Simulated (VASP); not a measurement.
Method: revPBE GGA, VASP's PBE PAW potentials (set 64) (plane waves; VASP 6.6.1).

The input files of a VASP run:

**INCAR**
```
SYSTEM = LiF
PREC = Accurate; ENCUT = 520; LREAL = .False.
LASPH = .True.
EDIFF = 1E-7; NELM = 100; ALGO = Normal
ISMEAR = -5
GGA = RE
ISIF = 2
LWAVE = .False.; LCHARG = .True.; LORBIT = 11
NEDOS = 601
```

File POSCAR:
```
LiF
1.0
  0.0000000000   2.0648159939   2.0648159939
  2.0648159939   0.0000000000   2.0648159939
  2.0648159939   2.0648159939   0.0000000000
Li F
1 1
Cartesian
  0.0000000000   0.0000000000   0.0000000000
  2.0648159939   2.0648159939   2.0648159939
```

File KPOINTS:
```
Automatic mesh
0
Gamma
12 12 12
0 0 0
```

POTCAR, in this order: Li_sv F (PBE.64 set). Program: vasp_std.

### Question
Estimate the energy per atom (σ→0), band gap (on the k-mesh).

### Answer

```yaml
energy per atom (σ→0): -4.611 eV/atom
band gap (on the k-mesh): 8.66 eV
```

### OSZICAR
```
...
DAV:   8    -0.922073497875E+01   -0.15553E-01   -0.28791E-02  1684   0.210E+00    0.114E-01
DAV:   9    -0.922098298471E+01   -0.24801E-03   -0.12926E-03  1492   0.383E-01    0.479E-02
DAV:  10    -0.922112106309E+01   -0.13808E-03   -0.34099E-04  1422   0.170E-01    0.106E-02
DAV:  11    -0.922112695575E+01   -0.58927E-05   -0.75496E-06  1780   0.322E-02    0.369E-03
DAV:  12    -0.922112640568E+01    0.55007E-06   -0.16064E-06  1393   0.144E-02    0.113E-03
DAV:  13    -0.922112651412E+01   -0.10843E-06   -0.10447E-07  1447   0.284E-03    0.104E-04
DAV:  14    -0.922112654442E+01   -0.30306E-07   -0.26536E-09   724   0.649E-04
   1 F= -.92211265E+01 E0= -.92211265E+01  d E =0.000000E+00
```

The compound is LiF in the rock salt structure. It was relaxed first, which changed the volume by +8 %.
